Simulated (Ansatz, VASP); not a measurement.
# CdFe: VASP beside Ansatz, part 2 of 2

Wanted: the spread between two codes on one cell, functional and k mesh. The cell is invented: As first built, before any earlier steps moved the atoms (in the runner's words): it takes the MgCd structure with some of its atoms replaced by other elements, volume scaled by an estimate. It may not be a known or stable phase. The cell is taken from a series of VASP runs on this material, whose earlier steps may have relaxed, scaled or displaced it; both programs get it as it stands. Valence electrons are named where the data sets of a main pair hold unlike numbers.

VASP 6.6.1 and Ansatz 0.2.0.

So far: The structure; Ansatz: relaxation of cell and atoms, PBE.

**3. VASP: relaxation of cell and atoms, PBE**

Level of this step: PBE, spin-polarised from a ferromagnetic start; plane waves and PAW (Cd, Fe); invented cell (VASP).

The same cell, functional, mesh and smearing now go to VASP, with its own data sets.

Lines of VASP's logs that name or quote its potential files are left out, and so is its time.

File INCAR:

```
SYSTEM = CdFe
PREC = Accurate
ENCUT = 400
EDIFF = 1E-06
NELM = 100
ISMEAR = -1
SIGMA = 0.05
LREAL = .FALSE.
ALGO = Normal
GGA = PE
NBANDS = 28
ISPIN = 2
MAGMOM = 0 0 3 3
LMAXMIX = 4
LORBIT = 11
LWAVE = .FALSE.
LCHARG = .FALSE.
KPAR = 2
IBRION = 2
NSW = 60
ISIF = 3
EDIFFG = -0.01
```

File POSCAR:

```
CdFe
1.0
    2.9391405026      0.0000000000      0.0000000000
   -1.4695702513      2.5453704418      0.0000000000
    0.0000000000      0.0000000000      8.9957979564
Cd Fe
2 2
Direct
    0.6666666700      0.3333333300      0.8494461101
    0.3333333300      0.6666666700      0.1505538899
    0.3333333300      0.6666666700      0.5924664535
    0.6666666700      0.3333333300      0.4075335465
```

File KPOINTS:

```
Automatic mesh
0
Gamma
10 10 3
0 0 0
```

Potentials, in the order of the species: Cd and Fe (PBE family, release 64).

On the command line:

```console
$ mpirun -np 2 vasp_std
```

Numbers of over 12 decimals in the logs are rounded to 6 here.

The log of the run:

```text
[banner, memory and clock lines left out]
running    2 mpi-ranks, on    1 nodes
 distrk:  each k-point on    1 cores,    2 groups
 distr:  one band on    1 cores,    1 groups

 POSCAR found type information on POSCAR CdFe
 POSCAR found :  2 types and       4 ions
 LDA part: xc-table for (Slater+PW92), standard interpolation
 POSCAR, INCAR and KPOINTS ok, starting setup
 FFT: planning ... GRIDC
 FFT: planning ... GRID_SOFT
 FFT: planning ... GRID
 WAVECAR not read
 entering main loop
       N       E                     dE             d eps       ncg     rms          rms(c)
DAV:   1     0.306797267833E+03    0.30680E+03   -0.16178E+04  4032   0.133E+03
DAV:   2    -0.645908128593E+00   -0.30744E+03   -0.29021E+03  4036   0.352E+02
DAV:   3    -0.182881354951E+02   -0.17642E+02   -0.17020E+02  4564   0.108E+02
DAV:   4    -0.185614665213E+02   -0.27333E+00   -0.27270E+00  4464   0.132E+01
DAV:   5    -0.185646741397E+02   -0.32076E-02   -0.32072E-02  4496   0.135E+00    0.128E+01
DAV:   6    -0.172725763278E+02    0.12921E+01   -0.12994E+01  4560   0.375E+01    0.895E+00
DAV:   7    -0.171093207847E+02    0.16326E+00   -0.68115E+00  5328   0.221E+01    0.853E+00
DAV:   8    -0.168859046960E+02    0.22342E+00   -0.84670E-01  5168   0.878E+00    0.340E+00
DAV:   9    -0.168691835785E+02    0.16721E-01   -0.27875E-01  5456   0.385E+00    0.148E+00
DAV:  10    -0.168698355470E+02   -0.65197E-03   -0.23602E-02  4736   0.154E+00    0.532E-01
DAV:  11    -0.168724203939E+02   -0.25848E-02   -0.58974E-03  4772   0.551E-01    0.111E-01
DAV:  12    -0.168725143540E+02   -0.93960E-04   -0.21440E-04  4668   0.105E-01    0.416E-02
DAV:  13    -0.168725252403E+02   -0.10886E-04   -0.91151E-06  4264   0.225E-02    0.195E-02
DAV:  14    -0.168725356382E+02   -0.10398E-04   -0.53253E-06  3940   0.183E-02    0.854E-03
DAV:  15    -0.168725374010E+02   -0.17628E-05   -0.10618E-06  2628   0.100E-02    0.245E-03
DAV:  16    -0.168725374340E+02   -0.33031E-07   -0.24511E-07  2204   0.446E-03
   1 F= -.16872537E+02 E0= -.16859363E+02  d E =-.168725E+02  mag=     5.1965
 curvature:   0.00 expect dE= 0.000E+00 dE for cont linesearch  0.000E+00
 trial: gam= 0.00000 g(F)=  0.606E-05 g(S)=  0.853E-04 ort = 0.000E+00 (trialstep = 0.100E+01)
 search vector abs. value=  0.914E-04
 bond charge predicted
       N       E                     dE             d eps       ncg     rms          rms(c)
DAV:   1    -0.168736038032E+02   -0.10664E-02   -0.25026E-02  4344   0.164E+00    0.264E-01
DAV:   2    -0.168729824901E+02    0.62131E-03   -0.60079E-03  4652   0.909E-01    0.223E-01
DAV:   3    -0.168726520999E+02    0.33039E-03   -0.17914E-03  5352   0.451E-01    0.103E-01
DAV:   4    -0.168726076349E+02    0.44465E-04   -0.94402E-05  5120   0.974E-02    0.508E-02
DAV:   5    -0.168725888477E+02    0.18787E-04   -0.25336E-05  5328   0.387E-02    0.167E-02
DAV:   6    -0.168725878373E+02    0.10104E-05   -0.50576E-06  4076   0.247E-02    0.538E-03
DAV:   7    -0.168725878198E+02    0.17457E-07   -0.25841E-07  2168   0.516E-03
   2 F= -.16872588E+02 E0= -.16859405E+02  d E =-.503858E-04  mag=     5.2083
 trial-energy change:   -0.000050  1 .order   -0.000053   -0.000091   -0.000015
 step:   1.2013(harm=  1.2013)  dis= 0.00039  next Energy=   -16.872592 (dE=-0.549E-04)
 reached required accuracy - stopping structural energy minimisation
```

Parts of OUTCAR (step 3):

```text
ion  position               nearest neighbor table
   1  0.667  0.333  0.849-   3 2.87   3 2.87   3 2.87   2 3.20   2 3.20   2 3.20
   2  0.333  0.667  0.151-   4 2.87   4 2.87   4 2.87   1 3.20   1 3.20   1 3.20
   3  0.333  0.667  0.592-   4 2.38   4 2.38   4 2.38   1 2.87   1 2.87   1 2.87
   4  0.667  0.333  0.408-   3 2.38   3 2.38   3 2.38   2 2.87   2 2.87   2 2.87

  LATTYP: Found a hexagonal cell.
 ALAT       =     2.9391405026
 C/A-ratio  =     3.0606900039

 Subroutine GETGRP returns: Found 12 space group operations
 (whereof 12 operations were pure point group operations)

The static configuration has the point symmetry D_3d.

 Found     36 irreducible k-points:

   k-points           NKPTS =     36   k-points in BZ     NKDIM =     36   number of bands    NBANDS=     28

   dimension x,y,z NGX =    20 NGY =   20 NGZ =   60
   dimension x,y,z NGXF=    40 NGYF=   40 NGZF=  120

   ENCUT  =  400.0 eV  29.40 Ry    5.42 a.u.   4.79  4.79 14.67*2*pi/ulx,y,z

   NELECT =      40.0000    total number of electrons

 k-points in reciprocal lattice and weights: Automatic mesh
   0.00000000  0.00000000  0.00000000       0.003
   0.10000000  0.00000000  0.00000000       0.020
   0.20000000  0.00000000  0.00000000       0.020
   0.30000000  0.00000000  0.00000000       0.020
   0.40000000  0.00000000  0.00000000       0.020
   0.50000000  0.00000000  0.00000000       0.010
   0.10000000  0.10000000  0.00000000       0.020
   0.20000000  0.10000000  0.00000000       0.040
   0.30000000  0.10000000  0.00000000       0.040
[...]
0.40000000  0.20000000  0.33333333       0.040
   0.30000000  0.30000000  0.33333333       0.040

 average (electrostatic) potential at core
       1 -38.4722       2 -38.4722       3 -45.4035       4 -45.4035

 E-fermi :   3.6939

 spin component 1
 k-point     1 :       0.0000    0.0000    0.0000
  band No.  band energies     occupation
    ...
     20       2.2854      1.00000
     21       2.2854      1.00000
     22       3.1262      0.99999
     23       3.1262      0.99999
     24       3.6898      0.52067
     25       5.4316      0.00000
     26      14.4412      0.00000
     27      14.4745      0.00000
     28      18.7040      0.00000

 k-point     2 :       0.1000    0.0000    0.0000
  band No.  band energies     occupation
    ...
     19       1.8112      1.00000
     20       2.2449      1.00000
     21       2.2846      1.00000
     22       2.6989      1.00000
     23       3.1359      0.99999
     24       4.2937      0.00001
     25       5.6135      0.00000
     26      14.6469      0.00000
     27      14.6774      0.00000
     28      16.1304      0.00000

 k-point     3 :       0.2000    0.0000    0.0000
  band No.  band energies     occupation
    ...
     19       2.0167      1.00000
     20       2.1365      1.00000
     21       2.3188      1.00000
     22       2.4036      1.00000
     23       3.1494      0.99998
     24       5.3343      0.00000
     25       6.1527      0.00000
     26      12.2889      0.00000
     27      14.1631      0.00000
     28      14.6749      0.00000

 k-point     4 :       0.3000    0.0000    0.0000
  band No.  band energies     occupation
    ...
     19       1.8298      1.00000
     20       2.2465      1.00000
     21       2.4230      1.00000
     22       2.5688      1.00000
     23       3.1475      0.99998
     24       6.6688      0.00000
     25       6.9919      0.00000
     26       8.6976      0.00000
     27      10.7429      0.00000
     28      11.5177      0.00000

 k-point     5 :       0.4000    0.0000    0.0000
  band No.  band energies     occupation
    ...
     19       2.2538      1.00000
     20       2.4976      1.00000
     21       2.5826      1.00000
     22       2.9999      1.00000
     23       3.1467      0.99998
     24       5.5340      0.00000
     25       7.0470      0.00000
     26       7.8122      0.00000
     27       8.4262      0.00000
     28       9.7684      0.00000

 k-point     6 :       0.5000    0.0000    0.0000
  band No.  band energies     occupation
    ...
     19       2.4036      1.00000
     20       2.7532      1.00000
     21       2.9719      1.00000
     22       3.1576      0.99998
     23       3.2630      0.99982
     24       4.3655      0.00000
     25       5.9652      0.00000
     26       6.0605      0.00000
     27       9.6468      0.00000
     28      10.8808      0.00000

  Total       -0.0213534     -0.0213534      0.0249917      0.0000000      0.0000000      0.0000000
  in kB       -0.5076439     -0.5076439      0.5941384      0.0000000      0.0000000      0.0000000
  external PRESSURE =      -0.1403831 kB  Pullay stress =       0.0000000 kB

  energy-cutoff  :      400.00
  volume of cell :       67.39
      direct lattice vectors                 reciprocal lattice vectors
     2.939779589  0.000000000 -0.000000000     0.340161556  0.196392358 -0.000000000
    -1.469889795  2.545923907  0.000000000     0.000000000  0.392784716  0.000000000
     0.000000000  0.000000000  9.004492257     0.000000000  0.000000000  0.111055679

 POSITION                                       TOTAL-FORCE (eV/Angst)
 -----------------------------------------------------------------------------------
      1.46989      0.84864      7.64916         0.000000      0.000000      0.002703
     -0.00000      1.69728      1.35534        -0.000000      0.000000     -0.002703
     -0.00000      1.69728      5.33506        -0.000000      0.000000     -0.003247
      1.46989      0.84864      3.66943         0.000000     -0.000000      0.003247
 -----------------------------------------------------------------------------------
    total drift:                               -0.000000      0.000000      0.000000

  FREE ENERGIE OF THE ION-ELECTRON SYSTEM (eV)
  ---------------------------------------------------
  free  energy   TOTEN  =       -16.8725878198 eV

  energy  without entropy=      -16.8462226623  energy(sigma->0) =      -16.85940524

 reached required accuracy - stopping structural energy minimisation

 total charge
# of ion       s       p       d       tot
------------------------------------------
    1        0.536   0.364   9.475  10.375
    2        0.536   0.364   9.475  10.375
    3        0.426   0.378   6.199   7.004
    4        0.426   0.378   6.199   7.004
--------------------------------------------------
tot          1.925   1.484  31.349  34.758

 magnetization (x)
# of ion       s       p       d       tot
------------------------------------------
    1       -0.016  -0.012   0.004  -0.024
    2       -0.016  -0.012   0.004  -0.024
    3       -0.009  -0.025   2.658   2.624
    4       -0.009  -0.025   2.658   2.624
--------------------------------------------------
tot         -0.050  -0.073   5.324   5.201

[... 6 further parts left out ...]
```

CONTCAR:

```
CdFe
   1.00000000000000
     2.9397795890239267    0.0000000000000000   -0.0000000000000000
    -1.4698897945119633    2.5459239069443860    0.0000000000000000
     0.0000000000000000    0.0000000000000000    9.0044922566738688
  Cd              Fe
     2     2
Direct
     0.6666666699999979    0.3333333300000021    0.8494821704122809
     0.3333333300000021    0.6666666699999979    0.1505178295877191
     0.3333333300000021    0.6666666699999979    0.5924889712058274
     0.6666666699999979    0.3333333300000021    0.4075110287941725
```

The magnetic state follows from one typed start and may not be the lowest. The k-mesh is coarse for a metal. LASPH is off, so gradient terms of the non-spherical density inside the spheres are left out; for open d or f shells this can shift gaps and moments. The run keeps the 12 symmetry operations of its start, so it cannot find a distortion of lower symmetry.

**4. Side by side**

Known differences besides the potentials themselves: both relaxations stop at a tolerance, which leaves soft axes loose, and VASP keeps its plane-wave basis; the data sets hold 72 valence electrons in Ansatz (on its default PAW (the set named soft_2) files) and 40 in VASP; the cutoff is 420 eV in Ansatz and 400 eV in VASP; VASP leaves aspherical gradient terms in its spheres out (LASPH is not set), Ansatz keeps them; Ansatz adds a Pulay correction to the stress that steers its cell, VASP none; site moments are counted in spheres of each program's own size. Total energies have different zeros and are not compared.

Compared:

```csv
quantity,Ansatz,VASP,difference
volume (Å³),67.69,67.39,+0.44 %
"edge a after relaxation, in the typed setting (Å)",2.941,2.940,+0.04 %
"edge c after relaxation, in the typed setting (Å)",9.037,9.005,+0.37 %
total moment (μB),5.22,5.21,+0.01
moment on Fe4 (μB),2.62,2.62,0.00
moment on Fe3 (μB),2.62,2.62,0.00
```

The walks stopped with -0.01 GPa left in Ansatz and -0.01 GPa in VASP; each walk ends within a tolerance, so the volume difference is uncertain by about these residues over the bulk modulus, most in soft cells.

**5. Results**

```yaml
difference_in_volume_relaxation_of_cell_and_atoms_pbe: 0.44 %
```

The difference in volume is 0.44 % (relaxation of cell and atoms, PBE), within the 1.2 % picked in this series as the mark of a large difference, as far as the stopping tolerances let one tell. The data sets hold unlike numbers of valence electrons (72 in Ansatz and 40 in VASP), so part of the differences comes from the potentials. How closely two codes agree says nothing of how well the functional describes the real material.

[Lines on the potential files, build, host, timing and source positions are cut from VASP's logs without a mark.]

[Logs are printed without paths, hosts, clocks, repeated set-up lines and the standing remarks that a program may print on its own settings, such as how far it seeks lower states.]

[Hosts, paths, dates, database ids (printed as entryN), source tags and the programs' standing remarks are cut or masked in the printed files.]
